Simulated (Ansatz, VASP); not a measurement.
# AgB: VASP beside Ansatz, part 2 of 2

One calculation is typed for both programs; each brings its own data sets. How far apart do they land? The cell is generated by rule, not measured, and may not be a known phase. Of the first pair: The two relaxations start from unlike cells of this crystal (the structure described is Ansatz's start), so only their ends are compared.

VASP 6.6.1 and Ansatz 0.2.0.

So far: Starting point; VASP: relaxation of cell and atoms, PBEsol, pair 1; Ansatz: relaxation of cell and atoms, PBEsol, pair 1; Differences; Ansatz: relaxation of cell and atoms, PBEsol, pair 2.

## Step 6: VASP: relaxation of cell and atoms, PBEsol, pair 2

Level of this step: PBEsol; plane waves and PAW (B, Ag); invented cell (VASP).

The same cell, functional, mesh and smearing now go to VASP, with its own data sets.

INCAR

```
SYSTEM = AgB
PREC = Accurate
ENCUT = 500
EDIFF = 1E-07
NELM = 120
ISMEAR = 0
SIGMA = 0.1
LREAL = .FALSE.
ALGO = Normal
GGA = PS
NBANDS = 13
LASPH = .TRUE.
LORBIT = 11
LWAVE = .FALSE.
LCHARG = .FALSE.
ISIF = 3
IBRION = 2
NSW = 80
EDIFFG = -0.005
GGA_COMPAT = .FALSE.
NELMIN = 4
```

POSCAR

```
AgB
1.0
    2.8545050000      0.0000000000      0.0000000000
    0.0000000000      2.8545050000      0.0000000000
    0.0000000000      0.0000000000      2.8545050000
B Ag
1 1
Direct
    0.4999998248      0.4999998248      0.4999998248
    0.0000000000      0.0000000000      0.0000000000
```

KPOINTS

```
Automatic mesh
0
Gamma
14 14 14
0 0 0
```

The projector-augmented-wave data sets are B and Ag (PBE family, release 64).

Command:

```console
$ mpirun -np 1 vasp_std
```

Numbers of over 12 decimals in the logs are rounded to 6 here.

The program printed:

```text
[banner, memory and clock lines left out]
running    1 mpi-ranks, on    1 nodes
[...]
[... a notice as in an earlier step ...]

 LDA part: xc-table for (Slater+PW92), standard interpolation
 POSCAR, INCAR and KPOINTS ok, starting setup
[...]
entering main loop
       N       E                     dE             d eps       ncg     rms          rms(c)
DAV:   1     0.562989736859E+02    0.56299E+02   -0.68462E+03  3176   0.984E+02
DAV:   2    -0.790578376688E+01   -0.64205E+02   -0.59713E+02  3655   0.208E+02
DAV:   3    -0.910655641044E+01   -0.12008E+01   -0.11952E+01  3615   0.292E+01
DAV:   4    -0.910962240065E+01   -0.30660E-02   -0.30659E-02  3585   0.165E+00
[...]
DAV:  12    -0.772510075010E+01    0.11553E-05   -0.10261E-06  3440   0.768E-03    0.376E-03
DAV:  13    -0.772510050231E+01    0.24779E-06   -0.72382E-07  3430   0.937E-03    0.141E-03
DAV:  14    -0.772510046609E+01    0.36216E-07   -0.36325E-08  1780   0.165E-03
   1 F= -.77251005E+01 E0= -.77224380E+01  d E =-.772510E+01
[...]
DAV:   6    -0.772540766907E+01    0.21256E-05   -0.45054E-06  3410   0.205E-02    0.799E-04
DAV:   7    -0.772540771061E+01   -0.41539E-07   -0.14477E-07  2898   0.330E-03
   2 F= -.77254077E+01 E0= -.77227697E+01  d E =-.307245E-03
 trial-energy change:   -0.000307  1 .order   -0.000314   -0.001283    0.000654
 step:   0.6573(harm=  0.6622)  dis= 0.00000  next Energy=    -7.725520 (dE=-0.420E-03)
[...]
N       E                     dE             d eps       ncg     rms          rms(c)
DAV:   1    -0.772746825525E+01   -0.20606E-02   -0.26204E-02  3205   0.186E+00    0.297E-01
DAV:   2    -0.772565236818E+01    0.18159E-02   -0.93320E-03  3340   0.110E+00    0.160E-01
DAV:   3    -0.772554423675E+01    0.10813E-03   -0.24310E-04  3310   0.174E-01    0.739E-02
DAV:   4    -0.772551971008E+01    0.24527E-04   -0.49169E-05  3380   0.533E-02    0.132E-02
DAV:   5    -0.772551938366E+01    0.32643E-06   -0.22573E-06  3245   0.129E-02    0.908E-03
DAV:   6    -0.772551980013E+01   -0.41647E-06   -0.72762E-07  3435   0.816E-03    0.335E-04
DAV:   7    -0.772551981327E+01   -0.13144E-07   -0.85256E-09  1590   0.103E-03
   3 F= -.77255198E+01 E0= -.77228682E+01  d E =-.419347E-03
[...]
reached required accuracy - stopping structural energy minimisation
```

From OUTCAR (step 6):

```text
  Total        0.0008478      0.0008478      0.0008478      0.0000000     -0.0000000      0.0000000
  in kB        0.0580288      0.0580288      0.0580288      0.0000000     -0.0000000      0.0000000
  external PRESSURE =       0.0580288 kB  Pullay stress =       0.0000000 kB

 POSITION                                       TOTAL-FORCE (eV/Angst)
 -----------------------------------------------------------------------------------
      1.43027      1.43027      1.43027        -0.000000      0.000000      0.000000
      0.00000      0.00000      0.00000         0.000000      0.000000      0.000000
 -----------------------------------------------------------------------------------
    total drift:                                0.000005      0.000005      0.000005

  FREE ENERGIE OF THE ION-ELECTRON SYSTEM (eV)
  ---------------------------------------------------
  free  energy   TOTEN  =        -7.7255198133 eV

  energy  without entropy=       -7.7202166176  energy(sigma->0) =       -7.72286822

[... 1 part as in an earlier step ...]

[... 3 further parts left out ...]
[key lines of the parts left out:]
E-fermi :   9.2707
```

## Step 7: Side by side

What differs besides the data sets and the points named for the pairs above, as far as they apply: the data sets hold 22 valence electrons in Ansatz (on its default PAW (the set named soft_2) files) and 14 in VASP. Total energies have different zeros and are not compared.

Compared:

```
                                         quantity  Ansatz   VASP  difference
                                      volume (Å³)   23.43  23.41     +0.10 %
edge a after relaxation, in the typed setting (Å)   2.861  2.861     +0.03 %
```

## Step 8: VASP: relaxation of cell and atoms, PBEsol, pair 3

The relaxed volume is the usual yardstick between codes: in a stiff, nearly cubic crystal its relative difference is about their pressure difference at one cell divided by the bulk modulus.

Changes to INCAR since step 6:

```diff
@@ -5,4 +5,4 @@
 NELM = 120
-ISMEAR = 0
-SIGMA = 0.1
+ISMEAR = 1
+SIGMA = 0.15
 LREAL = .FALSE.
```

POSCAR

```
AgB
1.0
    2.8614830000      0.0000000000      0.0000000000
    0.0000000000      2.8614830000      0.0000000000
    0.0000000000      0.0000000000      2.8614830000
B Ag
1 1
Direct
    0.5000001747      0.5000001747      0.5000001747
    0.0000000000      0.0000000000      0.0000000000
```

KPOINTS

```
Automatic mesh
0
Gamma
16 16 16
0 0 0
```

Command:

```console
$ mpirun -np 1 vasp_std
```

The program printed:

```text
[... set-up lines as in an earlier step ...]
 entering main loop
       N       E                     dE             d eps       ncg     rms          rms(c)
DAV:   1     0.563709283334E+02    0.56371E+02   -0.69245E+03  4410   0.990E+02
DAV:   2    -0.794332182481E+01   -0.64314E+02   -0.60047E+02  5005   0.208E+02
DAV:   3    -0.908449940419E+01   -0.11412E+01   -0.11379E+01  4975   0.285E+01
DAV:   4    -0.908746911734E+01   -0.29697E-02   -0.29696E-02  4925   0.161E+00
[...]
DAV:  12    -0.772500128270E+01    0.14168E-05   -0.12599E-06  4700   0.836E-03    0.399E-03
DAV:  13    -0.772500098355E+01    0.29916E-06   -0.86142E-07  4920   0.101E-02    0.168E-03
DAV:  14    -0.772500093979E+01    0.43754E-07   -0.52480E-08  2460   0.198E-03
   1 F= -.77250009E+01 E0= -.77251950E+01  d E =-.772500E+01
[...]
N       E                     dE             d eps       ncg     rms          rms(c)
DAV:   1    -0.772607018750E+01   -0.10692E-02   -0.14488E-02  4390   0.138E+00    0.215E-01
[...]
DAV:   4    -0.772501873937E+01    0.12744E-04   -0.26560E-05  4670   0.395E-02    0.990E-03
DAV:   5    -0.772501862326E+01    0.11611E-06   -0.15027E-06  4480   0.103E-02    0.625E-03
DAV:   6    -0.772501889997E+01   -0.27671E-06   -0.37637E-07  4640   0.622E-03    0.235E-04
DAV:   7    -0.772501890803E+01   -0.80636E-08   -0.52492E-09  2250   0.782E-04
   2 F= -.77250189E+01 E0= -.77252028E+01  d E =-.179682E-04
 trial-energy change:   -0.000018  1 .order   -0.000017   -0.000083    0.000050
 step:   0.6396(harm=  0.6249)  dis= 0.00000  next Energy=    -7.725028 (dE=-0.269E-04)
[...]
N       E                     dE             d eps       ncg     rms          rms(c)
DAV:   1    -0.772516438792E+01   -0.14549E-03   -0.18802E-03  4380   0.498E-01    0.773E-02
DAV:   2    -0.772503852928E+01    0.12586E-03   -0.63338E-04  4565   0.288E-01    0.411E-02
DAV:   3    -0.772503058627E+01    0.79430E-05   -0.14199E-05  4535   0.417E-02    0.199E-02
DAV:   4    -0.772502779098E+01    0.27953E-05   -0.34292E-06  4665   0.143E-02    0.361E-03
DAV:   5    -0.772502769269E+01    0.98297E-07   -0.22524E-07  4467   0.393E-03
   3 F= -.77250277E+01 E0= -.77252154E+01  d E =-.267529E-04
[...]
reached required accuracy - stopping structural energy minimisation
```

From OUTCAR (step 8):

```text
  Total       -0.0016505     -0.0016505     -0.0016505     -0.0000000      0.0000000     -0.0000000
  in kB       -0.1130426     -0.1130426     -0.1130426     -0.0000000      0.0000000     -0.0000000
  external PRESSURE =      -0.1130426 kB  Pullay stress =       0.0000000 kB

 POSITION                                       TOTAL-FORCE (eV/Angst)
 -----------------------------------------------------------------------------------
      1.43000      1.43000      1.43000        -0.000000      0.000000      0.000000
      0.00000      0.00000      0.00000         0.000000     -0.000000      0.000000
 -----------------------------------------------------------------------------------
    total drift:                               -0.000005     -0.000005     -0.000005

  FREE ENERGIE OF THE ION-ELECTRON SYSTEM (eV)
  ---------------------------------------------------
  free  energy   TOTEN  =        -7.7250276927 eV

  energy  without entropy=       -7.7255907251  energy(sigma->0) =       -7.72521537

[... 1 part as in an earlier step ...]

[... 3 further parts left out ...]
[key lines of the parts left out:]
E-fermi :   9.2759
```

## Step 9: Ansatz: relaxation of cell and atoms, PBEsol, pair 3

The same cell, functional, mesh and smearing now go to Ansatz, which takes its cutoff from its data sets.

The cell is taken from a series of runs on this material, whose earlier steps may have relaxed, scaled, displaced or heated it; both programs get it as it stands.

input.yaml

```yaml
crystal:
  lattice:
    - [2.8614831554, 0.0, 0.0]
    - [0.0, 2.8614831554, 0.0]
    - [0.0, 0.0, 2.8614831554]
  atoms:
    - { symbol: B, position: [0.5, 0.5, 0.5] }
    - { symbol: Ag, position: [0.0, 0.0, 0.0] }
kpoints:
  mp_grid: { grid: [16, 16, 16] }
hamiltonian:
  xc: pbesol
scf:
  occupations: { method: methfessel_paxton, width: 0.15 }
output:
  forces: true
  stress: true
  eigenvalues: true
relax:
  adjacent_minimum: "off"
  f_tol: 0.001
  max_steps: 60
  cell: { stress_tol: 0.01 }
```

Command:

```console
$ ansatz run input.yaml --threads 4 --pin off --max-ram 8192MiB --backend cpu --events-out ev --progress --plain --runs-dir out
```

The program printed:

```text
[...]
Crystal: 2 atoms, lattice volume = 23.430 Å³
Basis set: ecut = 420 eV, 461 PW (Γ), exchange–correlation on 40×40×40 points (8 copies of the dense FFT grid, shifted against one another)
Bands: 15, of which v1, the nominal top of the filled ones, is band 11 counted from 1 (10 counted from 0)
Symmetry: 48 space group operations
[...]
k-points: 165 of 4096
[...]
k-point 164: bands = [... 7 lower, 12.8363, 12.8363, 14.0958, 19.3034, 19.3034, 19.3034, 20.9037, 20.9037]
--- Relaxed structure (3 steps of the walk, 3 accepted, 1 SCFs on fresh bases) ---
[...]
cell:  # Å, volume = 23.4198 Å³
    - [2.861065, 0, 0.0]
    - [0, 2.861065, 0]
    - [0.0, 0, 2.861065]
  atoms:
    - { symbol: B, position: [0.5, 0.5, 0.5] }
    - { symbol: Ag, position: [0, 0, 0] }
[key lines of the parts left out:]
SCF converged after 4 iterations
Free energy (F): -7672.288370 eV
Fermi energy:    16.734267 eV
P = ⅓ Tr σ = -0.0004 GPa (-0.004 kbar)
```

## Step 10: Differences

What differs besides the data sets and the points named for the pairs above, as far as they apply: the data sets hold 22 valence electrons in Ansatz (on its default PAW (the set named soft_2) files) and 14 in VASP. Total energies have different zeros and are not compared.

Both answers:

```
                                         quantity  Ansatz   VASP  difference
                                      volume (Å³)   23.42  23.39     +0.11 %
edge a after relaxation, in the typed setting (Å)   2.861  2.860     +0.04 %
```

## Step 11: Outcome

```yaml
difference_in_volume_relaxation_of_cell_and_atoms_pbesol_pair_1: 0.13 %
difference_in_volume_relaxation_of_cell_and_atoms_pbesol_pair_2: 0.100 %
difference_in_volume_relaxation_of_cell_and_atoms_pbesol_pair_3: 0.11 %
```

In words: The difference in volume is 0.13 % (relaxation of cell and atoms, PBEsol, pair 1), within the 1.2 % picked in this series as the mark of a large difference, as far as the stopping tolerances let one tell. The data sets hold unlike numbers of valence electrons (22 in Ansatz and 14 in VASP), so part of the differences comes from the potentials. How closely two codes agree says nothing of how well the functional describes the real material.

[Lines on the potential files, build, host, timing and source positions are cut from VASP's logs without a mark.]

[Logs are printed without paths, hosts, clocks, repeated set-up lines and the standing remarks that a program may print on its own settings, such as how far it seeks lower states.]

[Hosts, paths, dates, database ids (printed as entryN), source tags and the programs' standing remarks are cut or masked in the printed files.]
